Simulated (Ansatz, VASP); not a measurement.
# SnTe: VASP beside Ansatz, part 3 of 3

Wanted: the spread between two codes on one cell, functional and k mesh. The cell is taken from a series of runs on this material, whose earlier steps may have relaxed, scaled, displaced or heated it; both programs get it as it stands.

VASP 6.6.1 and Ansatz 0.2.0.

So far: Ansatz: elastic constants, LDA, pair 1; VASP: elastic constants, LDA, pair 1; Differences; VASP: elastic constants, LDA, pair 2; Ansatz: elastic constants, LDA, pair 2; Side by side.

### 8. Ansatz: elastic constants, LDA, pair 3

Level of this step: Ansatz beside VASP: Kohn-Sham DFT, plane waves, LDA (Ansatz).

Elastic constants are differences of stresses under small strains, so they test the stress and the mesh. The cell compared in this pair holds 62.52 Å³, against 60.72 Å³ for the pair before.

The cell is taken from a series of runs on this material, whose earlier steps may have relaxed, scaled, displaced or heated it; both programs get it as it stands.

Input file input.yaml:

```yaml
crystal:
  lattice:
    - [0.0, 3.1501766291, 3.1501766291]
    - [3.1501766291, 0.0, 3.1501766291]
    - [3.1501766291, 3.1501766291, 0.0]
  atoms:
    - { symbol: Sn, position: [0.0, 0.0, 0.0] }
    - { symbol: Te, position: [0.5, 0.5, 0.5] }
kpoints:
  mp_grid: { grid: [8, 8, 8] }
hamiltonian:
  xc: lda
scf:
  occupations: { method: fermi_dirac, width: 0.8 }
output:
  forces: true
  stress: true
  eigenvalues: true
elastic:
  mode: relaxed_ion
  stencil: two_point
```

Launch:

```sh
> ansatz run input.yaml --threads 4 --pin off --max-ram 8192MiB --backend cpu --events-out ev --progress --plain --runs-dir out
```

Numbers of over 12 decimals in the logs are rounded to 6 here.

Output:

```text
band count auto-derived: 31 (N_el = 30.0; filled up to band 15; 19 by the electrons, moments and atoms)
[...]
Crystal: 2 atoms, lattice volume = 62.522 Å³
Basis set: ecut = 420 eV, 1243 PW (Γ)
Bands: 31, of which v1, the nominal top of the filled ones, is band 15 counted from 1 (14 counted from 0)
Symmetry: 48 space group operations
[...]
k-points: 29 of 512
[...]
2.000e-3       0.1522      -12708.1364047       6   26212   1243   relax 0 steps, max|allowed force component| 6.07e-29 eV/Å
[...]
δ    σ_23 (GPa)             F (eV)   n_scf  n_hpsi   n_pw
    -2.000e-3      -0.0063      -12708.1364559       7   43753   1243   relax 0 steps, max|allowed force component| 1.95e-29 eV/Å
     2.000e-3       0.0063      -12708.1364559       5   40427   1243   relax 0 steps, max|allowed force component| 6.77e-29 eV/Å
[key lines of the parts left out:]
SCF converged after 11 iterations
Free energy (F): -12708.136466 eV
Fermi energy:    9.187401 eV
P = ⅓ Tr σ = 0.0253 GPa (0.253 kbar)
```

### 9. VASP: elastic constants, LDA, pair 3

The same cell, functional (in two slightly different forms), mesh and smearing now go to VASP, with its own data sets.

Input file INCAR:

```
SYSTEM = SnTe
PREC = Accurate
ENCUT = 500
EDIFF = 1E-08
NELM = 120
ISMEAR = -1
SIGMA = 0.8
LREAL = .FALSE.
ALGO = Normal
GGA = CA
NBANDS = 16
LORBIT = 11
LWAVE = .FALSE.
LCHARG = .FALSE.
ISIF = 3
IBRION = 6
NFREE = 2
POTIM = 0.015
NSW = 1
LASPH = .TRUE.
GGA_COMPAT = .FALSE.
KPAR = 2
```

Input file POSCAR:

```
SnTe
1.0
    0.0000000000      3.1501766291      3.1501766291
    3.1501766291      0.0000000000      3.1501766291
    3.1501766291      3.1501766291      0.0000000000
Sn Te
1 1
Direct
    0.0000000000      0.0000000000      0.0000000000
    0.5000000000      0.5000000000      0.5000000000
```

Input file KPOINTS:

```
Automatic mesh
0
Gamma
8 8 8
0 0 0
```

Potentials, in the order of the species: Sn_d and Te (LDA family, release 64).

Launch:

```sh
> mpirun -np 2 vasp_std
```

Output:

```text
[... set-up lines as in an earlier step ...]
 entering main loop
       N       E                     dE             d eps       ncg     rms          rms(c)
DAV:   1     0.121271948884E+03    0.12127E+03   -0.93803E+03   936   0.138E+03
DAV:   2     0.604711225745E+00   -0.12067E+03   -0.11800E+03   992   0.355E+02
DAV:   3    -0.944258465858E+01   -0.10047E+02   -0.99590E+01  1216   0.877E+01
DAV:   4    -0.970567395112E+01   -0.26309E+00   -0.26299E+00  1136   0.154E+01
[...]
DAV:  12    -0.969675264340E+01    0.11037E-06   -0.27986E-07  1240   0.581E-03    0.525E-03
DAV:  13    -0.969675263779E+01    0.56061E-08   -0.10156E-07  1304   0.276E-03    0.173E-03
DAV:  14    -0.969675263723E+01    0.55707E-09   -0.46590E-09   704   0.411E-04
   1 F= -.96967526E+01 E0= -.86227342E+01  d E =-.214804E+01
[... from here on, the cycles between the ionic steps are left out ...]
   2 F= -.96933207E+01 E0= -.86049939E+01  d E =-.217665E+01
   3 F= -.96922243E+01 E0= -.86316015E+01  d E =-.212125E+01
   9 F= -.96966223E+01 E0= -.86223924E+01  d E =-.214846E+01
  10 F= -.96966222E+01 E0= -.86223924E+01  d E =-.214846E+01
  11 F= -.96966223E+01 E0= -.86223925E+01  d E =-.214846E+01
  12 F= -.96966222E+01 E0= -.86223925E+01  d E =-.214846E+01
  13 F= -.96966223E+01 E0= -.86223924E+01  d E =-.214846E+01
  14 F= -.96965850E+01 E0= -.86226358E+01  d E =-.214790E+01
  15 F= -.96965849E+01 E0= -.86226357E+01  d E =-.214790E+01
  16 F= -.96965913E+01 E0= -.86226424E+01  d E =-.214790E+01
  17 F= -.96965913E+01 E0= -.86226420E+01  d E =-.214790E+01
 Finite differences progress:
  Degree of freedom:   8/  8
  Displacement:        2/  2
  Total:              16/ 16
```

Parts of OUTCAR (step 9):

```text
  Total        0.0219340      0.0189728      0.0189728      0.0000000      0.0000000      0.0000000
  in kB        0.5620733      0.4861913      0.4861913      0.0000000      0.0000000      0.0000000
  external PRESSURE =       0.5114853 kB  Pullay stress =       0.0000000 kB

 POSITION                                       TOTAL-FORCE (eV/Angst)
 -----------------------------------------------------------------------------------
      0.00000      0.00000      0.00000        -0.021527      0.000000      0.000000
      3.13518      3.15018      3.15018         0.021527      0.000000      0.000000
 -----------------------------------------------------------------------------------
    total drift:                               -0.000063      0.000000      0.000000

  FREE ENERGIE OF THE ION-ELECTRON SYSTEM (eV)
  ---------------------------------------------------
  free  energy   TOTEN  =        -9.6965913089 eV

  energy  without entropy=       -7.5486927811  energy(sigma->0) =       -8.62264204

[... 1 part as in an earlier step ...]

[... 2 further parts left out ...]
[key lines of the parts left out:]
E-fermi :   6.5751
```

Levels, forces or a CONTCAR printed for this step are those of its last displaced cell, not of the structure at rest.

### 10. Differences

What differs besides the data sets and the points named for the pairs above, as far as they apply: the data sets hold 30 valence electrons in Ansatz (on its default PAW (the set named soft_2) files) and 20 in VASP. Total energies have different zeros and are not compared.

The two programs side by side:

```tsv
quantity	Ansatz	VASP	difference
C11 (GPa)	89.9	90.8	-1.01 %
C22 (GPa)	89.9	90.8	-1.01 %
C33 (GPa)	89.9	90.8	-1.01 %
C12 (GPa)	13.5	13.8	-1.57 %
C13 (GPa)	13.5	13.8	-1.57 %
C23 (GPa)	13.5	13.8	-1.57 %
C44 (GPa)	3.1	3.1	+0.77 %
C55 (GPa)	3.1	3.1	+0.77 %
C66 (GPa)	3.1	3.1	+0.77 %
```

Our record labels this cell a metal in Ansatz alone; each run is judged by its own test, so with a small gap or wide smearing the label says little about the levels.

### 11. Summary of results

```json
{
  "difference in C44 (elastic constants, LDA, pair 1)": "1.9 %",
  "difference in C12 (elastic constants, LDA, pair 2)": "5.1 %",
  "difference in C12 (elastic constants, LDA, pair 3)": "-1.6 %"
}
```

**Reading.** The difference in C12 is 5.1 % (elastic constants, LDA, pair 2), at about the 5 % picked in this series as the mark of a large difference. The data sets hold unlike numbers of valence electrons (30 in Ansatz and 20 in VASP), so part of the differences comes from the potentials. 1 further run of this series is not shown here. Such differences can come from data sets, numerical settings and the points named under the comparisons, not from the functional's error against experiment.

[Lines on the potential files, build, host, timing and source positions are cut from VASP's logs without a mark.]

[Logs are printed without paths, hosts, clocks, repeated set-up lines and the standing remarks that a program may print on its own settings, such as how far it seeks lower states.]

[Hosts, paths, dates, database ids (printed as entryN), source tags and the programs' standing remarks are cut or masked in the printed files.]
